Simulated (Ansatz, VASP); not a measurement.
**NbTe, level by level in two programs**

```xyz
2
Lattice="3.7275 0.0000 0.0000 -1.8637 3.2281 0.0000 0.0000 0.0000 3.7187" Properties=species:S:1:pos:R:3 pbc="T T T"
Te    1.8637    1.0760    0.0000
Nb    0.0000    0.0000    1.8593
```

Change from the starting cell: volume scaled by 1.02.

Single points on this cell with VASP 6.6.1 and Ansatz 0.2.0. Each row is one pair of runs. Alike in all rows: spin: off; k mesh: 8 × 8 × 7; smearing: fermi-dirac, width 0.05 eV; VASP's potentials, cutoff: VASP PAW PBE potentials, release 64 (Te, Nb_sv), 520 eV.

```tsv
level	Ansatz's potentials, cutoff	gap on the k mesh at the Fermi level (eV), VASP	gap on the k mesh at the Fermi level (eV), Ansatz	pressure (GPa), VASP	pressure (GPa), Ansatz
PBE	Ansatz PAW, 420 eV	none	none	-3.1	-2.9
PBE	Ansatz PAW earlier set, 770 eV	none	none	-3.1	-2.9
PBE	JTH PAW, 1170 eV	none	?	-3.1	?
PBE	SPMS NC, 762 eV	none	none	-3.1	-2.6
PBE	PseudoDojo standard (PBE files), 1120 eV	none	none	-3.1	-2.9
PBE	PseudoDojo stringent (PBE files), 1450 eV	none	none	-3.1	-2.8
PBE	Ansatz NC, 1120 eV	none	none	-3.1	-2.8
r2SCAN	Ansatz PAW, 500 eV	none	none	-3.9	-3.8
```

Fill in what Ansatz gave in row 3.

gap on the k mesh at the Fermi level (eV): none; pressure (GPa): -2.2.

A gap of «none» marks a metal or a gap that the smearing closes.

Caveats: the PAW data sets were made with another functional, which shifts forces and pressure a little (VASP); the PAW data sets come from PBE, with cores solved anew for the run's functional, which leaves a small shift of forces and pressure (Ansatz).
